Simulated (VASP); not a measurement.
Here is the system:

```
BeHg3Se4
1.0
    5.87809     0.00000     0.00000
    0.00000     5.87809     0.00000
    0.00000     0.00000     5.87809
Hg Se Be
3 4 1
Cartesian
  0.00000   0.00000   0.00000
  2.93904   2.93904   0.00000
  2.93904   5.87809   2.93904
  1.30282   1.63623   1.63623
  4.57527   4.24186   1.63623
  4.57527   1.63623   4.24186
  1.30282   4.24186   4.24186
  0.00000   2.93904   2.93904
```

These are PBEsol GGA, VASP's PBE PAW potentials (set 64) (plane waves; VASP) values and carry that method's errors. Settings: 400 eV cut-off, 6×6×6 Γ-centred mesh, tetrahedra with Blöchl corrections, potentials Hg Se Be.

Unless said otherwise, spin-orbit coupling is left out, though it shifts the bands of the heavy elements here.

### Question
What does the run give for the energy per atom (σ→0), band gap (on the k-mesh) with the smallest direct gap where there is one?

### Answer

```json
{
 "band gap (on the k-mesh)": "none (metal, semimetal or under 0.01 eV)",
 "energy per atom (σ→0)": "-284.2 kJ/mol of atoms"
}
```

Only differences to runs with the same potentials and settings are physical.

The structure was generated: BeHg3Se4 was put into an ordered model structure (P-43m), which need not be its known phase. It was relaxed first.
